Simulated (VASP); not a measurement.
Method: PBE GGA, VASP's PBE PAW potentials (set 64) (plane waves; VASP).

A VASP calculation is set up with these files.

### KPOINTS
```
Automatic mesh
0
Gamma
5 5 7
0 0 0
```

**INCAR**
```
SYSTEM = SnO2
PREC = Accurate
ENCUT = 620
EDIFF = 1E-6
NELM = 100
ALGO = Normal
LREAL = .FALSE.
LASPH = .TRUE.
ISMEAR = 0
SIGMA = 0.05
GGA = PE
LMAXMIX = 4
LWAVE = .FALSE.
LCHARG = .FALSE.
IBRION = 2
ISIF = 3
NSW = 40
EDIFFG = -0.02
PSTRESS = 100
```

File POSCAR:
```
SnO2
1.0
  4.7284493790   0.0000000000   0.0000000000
  0.0000000000   4.7284493790   0.0000000000
  0.0000000000   0.0000000000   3.2092267862
Sn O
2 4
Direct
  0.0000000000   0.0000000000   0.0000000000
  0.5000000000   0.5000000000   0.5000000000
  0.3055244886   0.3055244886   0.0000000000
  0.8055244886   0.1944755114   0.5000000000
  0.1944755114   0.8055244886   0.5000000000
  0.6944755114   0.6944755114   1.0000000000
```

POTCAR, in this order: Sn_d O (PBE.64 set). Program: vasp_std.

Output

### OSZICAR
```
       N       E                     dE             d eps       ncg     rms          rms(c)
DAV:   1     0.696219917383E+03    0.69622E+03   -0.29521E+04  1635   0.291E+03
DAV:   2     0.671085183199E+02   -0.62911E+03   -0.60507E+03  1658   0.741E+02
DAV:   3    -0.375592037078E+02   -0.10467E+03   -0.10232E+03  1664   0.240E+02
DAV:   4    -0.432760519566E+02   -0.57168E+01   -0.56870E+01  1805   0.601E+01
DAV:   5    -0.434367532991E+02   -0.16070E+00   -0.16065E+00  1763   0.107E+01    0.160E+01
DAV:   6    -0.371095730283E+02    0.63272E+01   -0.24848E+01  2411   0.720E+01    0.589E+00
DAV:   7    -0.372274524247E+02   -0.11788E+00   -0.21118E+00  1656   0.869E+00    0.331E+00
DAV:   8    -0.372107301685E+02    0.16722E-01   -0.27496E-01  2058   0.559E+00    0.738E-01
DAV:   9    -0.371976580504E+02    0.13072E-01   -0.81622E-02  2348   0.414E+00    0.157E-01
DAV:  10    -0.371982655581E+02   -0.60751E-03   -0.53006E-03  2015   0.638E-01    0.521E-02
DAV:  11    -0.371983810869E+02   -0.11553E-03   -0.26480E-04  2018   0.139E-01    0.156E-02
DAV:  12    -0.371983841424E+02   -0.30555E-05   -0.18093E-05  2241   0.567E-02    0.104E-02
DAV:  13    -0.371983816529E+02    0.24895E-05   -0.11191E-05  1855   0.453E-02    0.264E-03
DAV:  14    -0.371983814408E+02    0.21213E-06   -0.12620E-06  1183   0.139E-02
   1 F= -.32719936E+02 E0= -.32719936E+02  d E =-.327199E+02
       N       E                     dE             d eps       ncg     rms          rms(c)
DAV:   1    -0.372059635778E+02   -0.75819E-02   -0.42968E-02  1941   0.267E+00    0.206E-01
DAV:   2    -0.372053024554E+02    0.66112E-03   -0.23283E-03  2130   0.552E-01    0.868E-02
DAV:   3    -0.372051253490E+02    0.17711E-03   -0.38904E-04  2215   0.394E-01    0.246E-02
DAV:   4    -0.372051062323E+02    0.19117E-04   -0.72558E-05  2339   0.147E-01    0.824E-03
DAV:   5    -0.372051047830E+02    0.14493E-05   -0.18711E-05  2014   0.370E-02    0.274E-03
DAV:   6    -0.372051031428E+02    0.16402E-05   -0.63833E-07  1059   0.103E-02    0.100E-03
DAV:   7    -0.372051029476E+02    0.19515E-06   -0.20012E-07   989   0.496E-03
   2 F= -.32719985E+02 E0= -.32719985E+02  d E =-.489566E-04
```

File OUTCAR:
```
------------------------ aborting loop because EDIFF is reached ----------------------------------------
  FORCE on cell =-STRESS in cart. coord.  units (eV):
  Direction    XX          YY          ZZ          XY          YZ          ZX
  --------------------------------------------------------------------------------------
  Total        4.3842659      4.3842659      4.3934362     -0.0000000      0.0000000      0.0000000
  in kB       97.7513993     97.7513993     97.9558616     -0.0000000      0.0000000      0.0000000
  external PRESSURE =      -2.1804466 kB  Pullay stress =     100.0000000 kB
  volume of cell :       71.86
      direct lattice vectors                 reciprocal lattice vectors
     4.729349357 -0.000000000  0.000000000     0.211445576 -0.000000000  0.000000000
     0.000000000  4.729349357  0.000000000     0.000000000  0.211445576  0.000000000
     0.000000000  0.000000000  3.212785183     0.000000000  0.000000000  0.311256416
 POSITION                                       TOTAL-FORCE (eV/Angst)
 -----------------------------------------------------------------------------------
      0.00000      4.72935      3.21279         0.000000      0.000000      0.000000
      2.36467      2.36467      1.60639         0.000000      0.000000      0.000000
      1.44559      1.44559      0.00000         0.003987      0.003987      0.000000
      3.81026      0.91909      1.60639         0.003987     -0.003987     -0.000000
      0.91909      3.81026      1.60639        -0.003987      0.003987      0.000000
      3.28376      3.28376      3.21279        -0.003987     -0.003987     -0.000000
 -----------------------------------------------------------------------------------
    total drift:                                0.000000      0.000000      0.000000
  FREE ENERGIE OF THE ION-ELECTRON SYSTEM (eV)
  ---------------------------------------------------
  free  energy   TOTEN  =       -37.2051029476 eV

  energy  without entropy=      -37.2051029476  energy(sigma->0) =      -37.20510295
  enthalpy is  TOTEN    =       -32.7199846853 eV   P V=        4.4851182624

 reached required accuracy - stopping structural energy minimisation
```
(Selected blocks of OUTCAR.)

CONTCAR:
```
SnO2
   1.00000000000000
     4.7293493566795011   -0.0000000000000000    0.0000000000000000
     0.0000000000000000    4.7293493566795011    0.0000000000000000
     0.0000000000000000    0.0000000000000000    3.2127851834963170
  Sn              O
     2     4
Direct
     0.0000000000000000    1.0000000000000000    1.0000000000000000
     0.5000000000000000    0.5000000000000000    0.5000000000000000
     0.3056632078233312    0.3056632078233312    0.0000000000000000
     0.8056632078233312    0.1943367921766688    0.5000000000000000
     0.1943367921766688    0.8056632078233312    0.5000000000000000
     0.6943367921766688    0.6943367921766688    1.0000000000000000
```

The compound is SnO2 in the rutile structure. This run relaxes it under an external pressure of 10 GPa. Symmetry was kept, so distortions that lower it aren't found.
